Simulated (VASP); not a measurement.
Method: r2SCAN+rVV10, VASP's PBE PAW potentials (set 64) (plane waves; VASP 6.6.1).

VASP ran on this input.

**POSCAR**
```
CdTe
1
    0.0000000000     3.2973757666     3.2973757666
    3.2973757666     0.0000000000     3.2973757666
    3.2973757666     3.2973757666     0.0000000000
Cd Te
1 1
Direct
  0.0000000000   0.0000000000   0.0000000000
  0.2500000000   0.2500000000   0.2500000000
```

KPOINTS:
```
Automatic mesh
0
Gamma
7 7 7
0 0 0
```

**INCAR**
```
SYSTEM = CdTe
PREC = Accurate
ENCUT = 520
EDIFF = 1E-7
NELM = 100
ALGO = Normal
LREAL = .FALSE.
LASPH = .TRUE.
ISMEAR = 0
SIGMA = 0.05
METAGGA = R2SCAN
LUSE_VDW = .TRUE.
BPARAM = 11.95
CPARAM = 0.0093
LMIXTAU = .TRUE.
LMAXMIX = 4
LWAVE = .FALSE.
LCHARG = .FALSE.
ISIF = 2
```

POTCAR, in this order: Cd Te (PBE.64 set). Program: vasp_std.

What VASP printed:

File OSZICAR:
```
       N       E                     dE             d eps       ncg     rms          rms(c)
DAV:   1     0.579079098904E+02    0.57908E+02   -0.82767E+03   520   0.120E+03
DAV:   2    -0.464015638564E+02   -0.10431E+03   -0.10011E+03   570   0.280E+02
DAV:   3    -0.505586308215E+02   -0.41571E+01   -0.41484E+01   630   0.580E+01
DAV:   4    -0.505915875912E+02   -0.32957E-01   -0.32954E-01   698   0.475E+00
DAV:   5    -0.505917783941E+02   -0.19080E-03   -0.19080E-03   620   0.286E-01    0.518E+00
DAV:   6    -0.463160062840E+02    0.42758E+01   -0.32642E+00   520   0.269E+01    0.676E+00
DAV:   7    -0.459955097893E+02    0.32050E+00   -0.21721E-01   525   0.625E+00    0.436E+00
DAV:   8    -0.461946382139E+02   -0.19913E+00   -0.21959E-01   555   0.507E+00    0.894E-01
DAV:   9    -0.459183841571E+02    0.27625E+00   -0.25033E-01   520   0.482E+00    0.509E-01
DAV:  10    -0.459675784243E+02   -0.49194E-01   -0.33202E-02   520   0.179E+00    0.311E-01
DAV:  11    -0.459937391542E+02   -0.26161E-01   -0.18807E-02   520   0.134E+00    0.650E-02
DAV:  12    -0.459931948378E+02    0.54432E-03   -0.11373E-03   540   0.394E-01    0.623E-02
DAV:  13    -0.459955472084E+02   -0.23524E-02   -0.48696E-03   520   0.690E-01    0.585E-02
DAV:  14    -0.459920818099E+02    0.34654E-02   -0.20718E-03   560   0.376E-01    0.470E-02
DAV:  15    -0.459954700999E+02   -0.33883E-02   -0.11456E-03   520   0.289E-01    0.392E-02
DAV:  16    -0.459960414048E+02   -0.57130E-03   -0.12415E-04   545   0.124E-01    0.226E-02
DAV:  17    -0.459963376534E+02   -0.29625E-03   -0.15107E-04   520   0.116E-01    0.488E-03
DAV:  18    -0.459963770480E+02   -0.39395E-04   -0.33928E-05   585   0.599E-02    0.590E-03
DAV:  19    -0.459963756492E+02    0.13988E-05   -0.19921E-06   545   0.166E-02    0.283E-03
DAV:  20    -0.459963762089E+02   -0.55974E-06   -0.17472E-06   520   0.134E-02    0.523E-03
DAV:  21    -0.459963766933E+02   -0.48439E-06   -0.31739E-07   530   0.695E-03    0.236E-03
DAV:  22    -0.459963768816E+02   -0.18834E-06   -0.22739E-08   290   0.203E-03    0.776E-04
DAV:  23    -0.459963768971E+02   -0.15445E-07   -0.16257E-08   265   0.153E-03
   1 F= -.45996377E+02 E0= -.45996377E+02  d E =-.304423E-14
```

OUTCAR:
```
------------------------ aborting loop because EDIFF is reached ----------------------------------------
  FORCE on cell =-STRESS in cart. coord.  units (eV):
  Direction    XX          YY          ZZ          XY          YZ          ZX
  --------------------------------------------------------------------------------------
  Total       -0.5262309     -0.5262309     -0.5262309      0.0000000      0.0000000      0.0000000
  in kB      -11.7584917    -11.7584917    -11.7584917      0.0000000      0.0000000      0.0000000
  external PRESSURE =     -11.7584917 kB  Pullay stress =       0.0000000 kB
  volume of cell :       71.70
      direct lattice vectors                 reciprocal lattice vectors
     0.000000000  3.297375767  3.297375767    -0.151635736  0.151635736  0.151635736
     3.297375767  0.000000000  3.297375767     0.151635736 -0.151635736  0.151635736
     3.297375767  3.297375767  0.000000000     0.151635736  0.151635736 -0.151635736
  FREE ENERGIE OF THE ION-ELECTRON SYSTEM (eV)
  ---------------------------------------------------
  free  energy   TOTEN  =       -45.9963768971 eV

  energy  without entropy=      -45.9963768971  energy(sigma->0) =      -45.99637690
```
(Selected blocks of OUTCAR.)

The compound is CdTe in the zinc blende structure. This cell is one point of a volume scan, at 1.03 of the reference volume.
